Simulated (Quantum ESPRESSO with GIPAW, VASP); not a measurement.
# BaZrO3: NMR shieldings from two programs

The same structure and functional (PBE) go through two programs with their own PAW files. All values are calculated, scalar-relativistic and without spin-orbit coupling, include the cores, and leave out the macroscopic shape term.

Space group Pm-3m (No. 221); atoms are numbered in the order of the file.

```
Ba Zr O
1.0
     4.19134    0.00000    0.00000
     0.00000    4.19134    0.00000
     0.00000    0.00000    4.19134
Ba Zr O
1 1 3
Direct
  0.00000 0.00000 0.00000
  0.50000 0.50000 0.50000
  0.50000 0.50000 0.00000
  0.50000 0.00000 0.50000
  0.00000 0.50000 0.50000
```

- VASP 6.6.1: LCHIMAG, datasets Ba_sv, Zr_sv and O (PBE 64), 560 eV, mesh 6×6×6
- gipaw.x (a patched development version of Quantum ESPRESSO): pslibrary recipes Ba spn, Zr spn and O n, 55 Ry, mesh 7×7×7

**Question.** How far do the isotropic shieldings agree, site by site?

```
site  like atoms  σ VASP (ppm)  σ gipaw.x (ppm)  span VASP  span gipaw.x
 Ba1           1        4900.6           4960.4        0.0           0.0
 Zr2           1        1446.6           1461.7        0.0           0.0
  O3           3        -171.9           -170.4      314.9         310.2
```

VASP and gipaw.x, which both use linear response, differ by -59.8 ppm on Ba1 and by -1.6 ppm on O3, the extremes here. Their PAW files differ in radii and partial waves, and each program takes off its own shape term; no run here tells those causes apart. VASP's shape term for a sphere would add 12.0 ppm to every site.

[Logs are printed without paths, hosts, clocks, repeated set-up lines and the standing remarks that a program may print on its own settings, such as how far it seeks lower states.]

[Hosts, paths, dates, database ids (printed as entryN), source tags and the programs' standing remarks are cut or masked in the printed files.]
